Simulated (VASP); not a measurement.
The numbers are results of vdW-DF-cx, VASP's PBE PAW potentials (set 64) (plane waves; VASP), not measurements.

A VASP calculation is set up with these files.

KPOINTS:
```
Automatic
0
G
  6 6 5
```

POSCAR:
```
SnO
1
    3.7842967129     0.0000000000     0.0000000000
    0.0000000000     3.7842967129     0.0000000000
    0.0000000000     0.0000000000     4.6426806853
Sn O
2 2
Direct
  0.5000000000   0.0000000000   0.7533318392
  0.0000000000   0.5000000000   0.2466681608
  0.5000000000   0.5000000000   0.0000000000
  0.0000000000   0.0000000000   0.0000000000
```

### INCAR
```
AGGAC = 0.0
ALGO = Normal
EDIFF = 1E-7
EDIFFG = -0.01
ENCUT = 520
GGA = CX
IBRION = 2
ISIF = 4
ISMEAR = 0
LASPH = .True.
LCHARG = .False.
LMAXMIX = 4
LREAL = .False.
LUSE_VDW = .True.
LWAVE = .False.
NELM = 100
NSW = 30
PREC = Accurate
SIGMA = 0.05
SYSTEM = SnO
```

POTCAR, in this order: Sn_d O (PBE.64 set). Program: vasp_std.

Output of the run:

OSZICAR:
```
       N       E                     dE             d eps       ncg     rms          rms(c)
DAV:   1     0.400917637541E+03    0.40092E+03   -0.20730E+04  1480   0.260E+03
DAV:   2     0.380201608294E+02   -0.36290E+03   -0.35677E+03  1536   0.574E+02
DAV:   3    -0.150391934942E+02   -0.53059E+02   -0.52393E+02  1792   0.192E+02
DAV:   4    -0.168553044511E+02   -0.18161E+01   -0.18148E+01  1584   0.405E+01
DAV:   5    -0.169094387420E+02   -0.54134E-01   -0.54126E-01  1976   0.686E+00    0.112E+01
DAV:   6    -0.135706920861E+02    0.33387E+01   -0.21730E+01  2432   0.508E+01    0.458E+00
DAV:   7    -0.135711031746E+02   -0.41109E-03   -0.20111E+00  1616   0.946E+00    0.250E+00
DAV:   8    -0.135724790640E+02   -0.13759E-02   -0.55523E-01  2176   0.556E+00    0.104E+00
DAV:   9    -0.135500157420E+02    0.22463E-01   -0.16757E-01  2216   0.424E+00    0.242E-01
DAV:  10    -0.135519289764E+02   -0.19132E-02   -0.17538E-02  2040   0.128E+00    0.183E-01
DAV:  11    -0.135511726491E+02    0.75633E-03   -0.47886E-03  2224   0.713E-01    0.251E-02
DAV:  12    -0.135512456040E+02   -0.72955E-04   -0.65536E-04  1528   0.160E-01    0.417E-02
DAV:  13    -0.135512299905E+02    0.15614E-04   -0.84228E-05  2144   0.103E-01    0.657E-03
DAV:  14    -0.135512302974E+02   -0.30689E-06   -0.70945E-06  1624   0.193E-02    0.470E-03
DAV:  15    -0.135512304578E+02   -0.16037E-06   -0.19766E-06  1840   0.102E-02    0.745E-04
DAV:  16    -0.135512305760E+02   -0.11823E-06   -0.19512E-07  1232   0.343E-03    0.569E-04
DAV:  17    -0.135512306211E+02   -0.45059E-07   -0.37024E-08   888   0.258E-03
   1 F= -.13551231E+02 E0= -.13550950E+02  d E =-.135512E+02
       N       E                     dE             d eps       ncg     rms          rms(c)
DAV:   1    -0.135509028561E+02    0.32772E-03   -0.47880E+00  1696   0.137E+01    0.401E-01
DAV:   2    -0.135617382673E+02   -0.10835E-01   -0.12135E-01  2216   0.298E+00    0.141E-01
DAV:   3    -0.135616843607E+02    0.53907E-04   -0.13973E-03  1648   0.336E-01    0.941E-02
DAV:   4    -0.135616338218E+02    0.50539E-04   -0.23047E-04  2224   0.151E-01    0.278E-02
DAV:   5    -0.135616384835E+02   -0.46617E-05   -0.34446E-05  2000   0.481E-02    0.759E-03
DAV:   6    -0.135616395979E+02   -0.11145E-05   -0.42738E-06  2104   0.217E-02    0.219E-03
DAV:   7    -0.135616396552E+02   -0.57315E-07   -0.35934E-07  1360   0.661E-03
   2 F= -.13561640E+02 E0= -.13561388E+02  d E =-.104090E-01
       N       E                     dE             d eps       ncg     rms          rms(c)
DAV:   1    -0.135616382100E+02    0.13879E-05   -0.66989E-03  1720   0.501E-01    0.148E-02
DAV:   2    -0.135616536209E+02   -0.15411E-04   -0.16859E-04  2192   0.109E-01    0.504E-03
DAV:   3    -0.135616531737E+02    0.44715E-06   -0.19631E-06  1760   0.160E-02    0.341E-03
DAV:   4    -0.135616529405E+02    0.23325E-06   -0.45063E-07  1640   0.103E-02    0.106E-03
DAV:   5    -0.135616529614E+02   -0.20962E-07   -0.10668E-07   888   0.290E-03
   3 F= -.13561653E+02 E0= -.13561401E+02  d E =-.104223E-01
       N       E                     dE             d eps       ncg     rms          rms(c)
DAV:   1    -0.135642845933E+02   -0.26317E-02   -0.11704E-01  1584   0.289E+00    0.291E-01
DAV:   2    -0.135631243528E+02    0.11602E-02   -0.44778E-03  2072   0.105E+00    0.178E-01
DAV:   3    -0.135623650852E+02    0.75927E-03   -0.75992E-04  2112   0.498E-01    0.328E-02
DAV:   4    -0.135623660032E+02   -0.91806E-06   -0.22299E-04  1912   0.122E-01    0.126E-02
DAV:   5    -0.135623665437E+02   -0.54048E-06   -0.19605E-05  1816   0.397E-02    0.324E-03
DAV:   6    -0.135623660138E+02    0.52991E-06   -0.16839E-06  1952   0.152E-02    0.120E-03
DAV:   7    -0.135623659948E+02    0.19007E-07   -0.19622E-07  1184   0.524E-03
   4 F= -.13562366E+02 E0= -.13562112E+02  d E =-.713033E-03
       N       E                     dE             d eps       ncg     rms          rms(c)
DAV:   1    -0.135669099929E+02   -0.45440E-02   -0.25284E-01  1584   0.425E+00    0.427E-01
DAV:   2    -0.135644211548E+02    0.24888E-02   -0.98824E-03  2032   0.154E+00    0.262E-01
DAV:   3    -0.135627855086E+02    0.16356E-02   -0.16502E-03  2120   0.740E-01    0.498E-02
DAV:   4    -0.135627858871E+02   -0.37846E-06   -0.50041E-04  1896   0.185E-01    0.190E-02
DAV:   5    -0.135627869638E+02   -0.10767E-05   -0.43874E-05  1856   0.604E-02    0.489E-03
DAV:   6    -0.135627858926E+02    0.10712E-05   -0.35522E-06  2128   0.229E-02    0.171E-03
DAV:   7    -0.135627858601E+02    0.32501E-07   -0.48587E-07  1632   0.737E-03
   5 F= -.13562786E+02 E0= -.13562526E+02  d E =-.113290E-02
```

OUTCAR:
```
------------------------ aborting loop because EDIFF is reached ----------------------------------------
  FORCE on cell =-STRESS in cart. coord.  units (eV):
  Direction    XX          YY          ZZ          XY          YZ          ZX
  --------------------------------------------------------------------------------------
  Total        0.5156594      0.5156594      0.5147139      0.0000000     -0.0000000      0.0000000
  in kB       12.4260847     12.4260847     12.4033010      0.0000000     -0.0000000      0.0000000
  external PRESSURE =      12.4184901 kB  Pullay stress =       0.0000000 kB
  volume of cell :       66.49
      direct lattice vectors                 reciprocal lattice vectors
     3.798017816  0.000000000  0.000000000     0.263295237  0.000000000  0.000000000
     0.000000000  3.798017816 -0.000000000     0.000000000  0.263295237  0.000000000
     0.000000000 -0.000000000  4.609196045     0.000000000  0.000000000  0.216957576
 POSITION                                       TOTAL-FORCE (eV/Angst)
 -----------------------------------------------------------------------------------
      1.89901      3.79802      3.44738         0.000000      0.000000     -0.005019
      0.00000      1.89901      1.16182         0.000000     -0.000000      0.005019
      1.89901      1.89901     -0.00000         0.000000     -0.000000      0.000000
      0.00000      0.00000     -0.00000         0.000000      0.000000      0.000000
 -----------------------------------------------------------------------------------
    total drift:                                0.000000      0.000000      0.000000
  FREE ENERGIE OF THE ION-ELECTRON SYSTEM (eV)
  ---------------------------------------------------
  free  energy   TOTEN  =       -13.5627858601 eV

  energy  without entropy=      -13.5622668900  energy(sigma->0) =      -13.56252638

 reached required accuracy - stopping structural energy minimisation
```
(Selected blocks of OUTCAR.)

CONTCAR:
```
SnO
   1.00000000000000
     3.7980178157516722    0.0000000000000000    0.0000000000000000
     0.0000000000000000    3.7980178157516722   -0.0000000000000000
     0.0000000000000000   -0.0000000000000000    4.6091960452209282
  Sn              O
     2     2
Direct
     0.5000000000000000    1.0000000000000000    0.7479347502072738
     0.0000000000000000    0.5000000000000000    0.2520652497927260
     0.5000000000000000    0.5000000000000000    0.0000000000000000
     0.0000000000000000    0.0000000000000000    0.0000000000000000
```

The compound is SnO in the litharge structure. This cell is one point of a volume scan, at 0.97 of the reference volume. Symmetry was kept, so distortions that lower it aren't found.
